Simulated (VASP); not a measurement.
VASP input:

POSCAR:
```
CsI
1
    4.6614000000     0.0000000000     0.0000000000
    0.0000000000     4.6614000000     0.0000000000
    0.0000000000     0.0000000000     4.6614000000
Cs I
1 1
Direct
  0.0257433389   0.0107263912   0.0000000000
  0.5000000000   0.5000000000   0.5000000000
```

INCAR:
```
EDIFF = 1E-6
ISIF = 2   ! forces and stress, cell fixed
EDIFFG = -0.01   ! ionic stop
NSW = 40   ! most ionic steps
GGA = PE   ! PBE
LASPH = .TRUE.
ISMEAR = 0
LREAL = .FALSE.   ! projection in real space or not
IBRION = 2   ! conjugate gradients
LWAVE = .FALSE.
LMAXMIX = 4
LCHARG = .FALSE.
NELM = 100
ENCUT = 400
ALGO = Normal   ! blocked Davidson
SYSTEM = CsI
SIGMA = 0.05   ! width (eV)
PREC = Accurate
```

KPOINTS:
```
Regular mesh
0
gamma
  5 5 5
```

POTCAR, in this order: Cs_sv I (PBE.64 set). Program: vasp_std.

**Question.** Write an equivalent input for Ansatz.

**Answer.** One equivalent input (not run):
Ansatz 0.2 input:
```yaml
crystal:
  lattice:
    - [4.6614000, 0.0000000, 0.0000000]
    - [0.0000000, 4.6614000, 0.0000000]
    - [0.0000000, 0.0000000, 4.6614000]
  atoms:
    - { symbol: Cs, position: [0.0257433, 0.0107264, 0.0000000] }
    - { symbol: I, position: [0.5000000, 0.5000000, 0.5000000] }
kpoints:
  mp_grid: { grid: [5, 5, 5] }
hamiltonian:
  xc: pbe
  pseudopotentials: { kind: paw }
scf:
  occupations: { method: gaussian, width: 0.05 }
  max_iter: 100
relax:
  max_steps: 40
  f_tol: 0.01
output: { forces: true, stress: true, eigenvalues: true }
```
Limits of the translation: each code has its own PAW files, so the cut-off isn't converted (ENCUT is set for VASP's; basis.ecutwfc is left out, and Ansatz then takes the one that its files recommend); Ansatz stops its SCF on the density residual and VASP on the energy change (EDIFF).

The compound is CsI in the CsCl type structure. In the starting cell atoms are displaced from their ideal sites. This run relaxes the ions in a fixed cell. Symmetry was kept, so distortions that lower it aren't found.
